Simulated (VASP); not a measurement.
Given:

```
CELL_PARAMETERS angstrom
      1.79967    -3.11712     0.00000
      1.79967     3.11712     0.00000
      0.00000     0.00000     6.58609
ATOMIC_POSITIONS crystal
  Hf 0.00000 0.00000 0.00000
  S  0.33333 0.66667 0.21843
  S  0.66667 0.33333 0.78157
```

Computed with AM05 GGA, VASP's PBE PAW potentials (set 64) (plane waves; VASP). Numerical set-up: 520 eV cut-off, 8×8×4 Γ-centred mesh, tetrahedra with Blöchl corrections, potentials Hf_pv S.

The cores are frozen, which limits the accuracy of field gradients. Without a dispersion term in the relaxation, distances and binding between the weakly bound layers, chains or molecules are unreliable, and so is what depends on them.

Give the principal components of the electric field gradient (V/Å²) and the asymmetry η at each nucleus.

```
atom   Vxx   Vyy    Vzz     η
----  ----  ----  -----  ----
Hf1   14.7  14.7  -29.5  0.00
S2     2.2   2.2   -4.4  0.00
S3     2.2   2.2   -4.4  0.00
```

The compound is HfS2 in the 1T layered structure. It was relaxed first, which changed the volume by +11 %.
